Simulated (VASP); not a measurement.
LiF (rock salt) relaxed at rising pressure, in one space group throughout; other phases were not tried. The pressures are those reached. Method: PBE GGA, VASP's PBE PAW potentials (set 64) (plane waves; VASP 6.6.1).

```
P (GPa)  V (Å³/atom)    k-mesh
-------  -----------  --------
-0.25          8.338  11×11×11
4.90           7.812  11×11×11
9.94           7.426  12×12×12
20.00          6.864  12×12×12
30.36          6.447  12×12×12
```

A change of mesh leaves a small step in the series.

Task: Fit an equation of state and predict the volume at 45.18 GPa.

Result: Least squares on the third-order Birch-Murnaghan form, P = (3B0/2)(y⁷ − y⁵)[1 + (3/4)(B′ − 4)(y² − 1)] with y = (V0/V)^(1/3), gives V0 = 8.308 Å³/atom, B0 = 70 GPa and B′ = 4.2, and so 6.007 Å³/atom. The run gave 6.008 Å³/atom, +0.0 % from the fit.

Pressures at which the relaxation failed are left out.

The compound is LiF in the rock salt structure.
